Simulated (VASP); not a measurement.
Given:

```yaml
crystal:
  lattice:
    - [2.92429, 0.00000, 0.00000]
    - [0.00000, 2.95657, 0.00000]
    - [0.00000, 0.00000, 2.96318]
  atoms:
    - { symbol: Zn, position: [0.50000, 0.50000, 0.50000] }
    - { symbol: Cu, position: [0.02313, 0.00000, 0.00000] }
```

All values below come from PBE GGA, VASP's PBE PAW potentials (set 64) (plane waves; VASP). Settings: 600 eV cut-off, 11×11×11 Γ-centred mesh, first-order Methfessel-Paxton smearing of 0.10 eV, potentials Zn Cu.

Q: Give the force on each atom (eV/Å).

A: 
```json
[
 {"atom": "Zn1", "Fx": "0.324", "Fy": "0.000", "Fz": "0.000"},
 {"atom": "Cu2", "Fx": "-0.324", "Fy": "0.000", "Fz": "0.000"}
]
```

Q: Give the stress tensor in GPa (positive for a compressed cell).

A: 
```
3.02  0.00  0.00
0.00  2.61  0.00
0.00  0.00  2.40
```
The pressure is its mean diagonal, 2.67 GPa.

The compound is CuZn in the CsCl type structure. The cell was not relaxed at this level, atoms are displaced from their ideal sites. The run is one of a series of settings (ENCUT = 600 against the base run), some of them coarse on purpose. The electron count is odd and the run is not spin-polarised, which forces a metal.
